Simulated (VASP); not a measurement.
Given:

```xyz
2
Lattice="0.0000 3.2784 3.2784 3.2784 0.0000 3.2784 3.2784 3.2784 0.0000" Properties=species:S:1:pos:R:3 pbc="T T T"
Tl     3.2784     3.2784     0.0000
Br     3.2784     3.2784     3.2784
```

These are PBEsol GGA, VASP's PBE PAW potentials (set 64) (plane waves; VASP 6.6.1) values and carry that method's errors. Numerical set-up: 400 eV cut-off, 13×13×13 Γ-centred mesh, Gaussian smearing of 0.010 eV, potentials Tl_d Br.

**Question.** Estimate the energy per atom (σ→0).

**Answer.** 
```json
{
  "energy per atom (σ→0)": "-3017 meV/atom"
}
```

Only differences to runs with the same potentials and settings are physical.

The structure comes from a computed database's TlBr entry (Fm-3m); how it stands against other phases isn't given here. It was relaxed first, which changed the volume by -6 %.
